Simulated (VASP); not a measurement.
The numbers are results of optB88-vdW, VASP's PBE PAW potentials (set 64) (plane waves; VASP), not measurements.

VASP input:

**KPOINTS**
```
Automatic mesh
0
gamma
 9 9 9
```

**INCAR**
```
SYSTEM=CdS
PREC=Accurate; ENCUT=520; LREAL=F
LASPH=T
EDIFF=1E-7; NELM=100; ALGO=Normal
LMAXMIX=4
ISMEAR=-5
GGA=BO; LUSE_VDW=T; AGGAC=0.0
PARAM1=0.1833333333; PARAM2=0.22
ISIF=2
LWAVE=F; LCHARG=T; LORBIT=11
NEDOS=601
```

### POSCAR
```
CdS
4.183440
  0.0000000000   0.7071068322   0.7071068322
  0.7071068322   0.0000000000   0.7071068322
  0.7071068322   0.7071068322   0.0000000000
Cd S
1 1
Cart
  0.0000000000   0.0000000000   0.0000000000
  0.3535534161   0.3535534161   0.3535534161
```

POTCAR, in this order: Cd S (PBE.64 set). Program: vasp_std.

Question: Estimate the energy per atom (σ→0), band gap (on the k-mesh).

Answer: 
| Property | Value |
|---|---|
| energy per atom (σ→0) | -0.666 eV/atom |
| band gap (on the k-mesh) | 0.92 eV |

OSZICAR:
```
...
DAV:   8    -0.133178806624E+01    0.38508E-03   -0.17034E-02   975   0.195E+00    0.272E-01
DAV:   9    -0.133149652588E+01    0.29154E-03   -0.21589E-03  1055   0.741E-01    0.785E-02
DAV:  10    -0.133158913390E+01   -0.92608E-04   -0.24005E-04   955   0.157E-01    0.674E-02
DAV:  11    -0.133162353079E+01   -0.34397E-04   -0.61076E-05   930   0.970E-02    0.136E-02
DAV:  12    -0.133161714323E+01    0.63876E-05   -0.22646E-05  1047   0.646E-02    0.671E-03
DAV:  13    -0.133161727467E+01   -0.13144E-06   -0.16682E-06   940   0.104E-02    0.244E-03
DAV:  14    -0.133161725449E+01    0.20184E-07   -0.20148E-08   655   0.151E-03
   1 F= -.13316173E+01 E0= -.13316173E+01  d E =0.000000E+00
```

The compound is CdS in the zinc blende structure, a metastable form; wurtzite is the usual one. It was relaxed first, which changed the volume by +5 %.
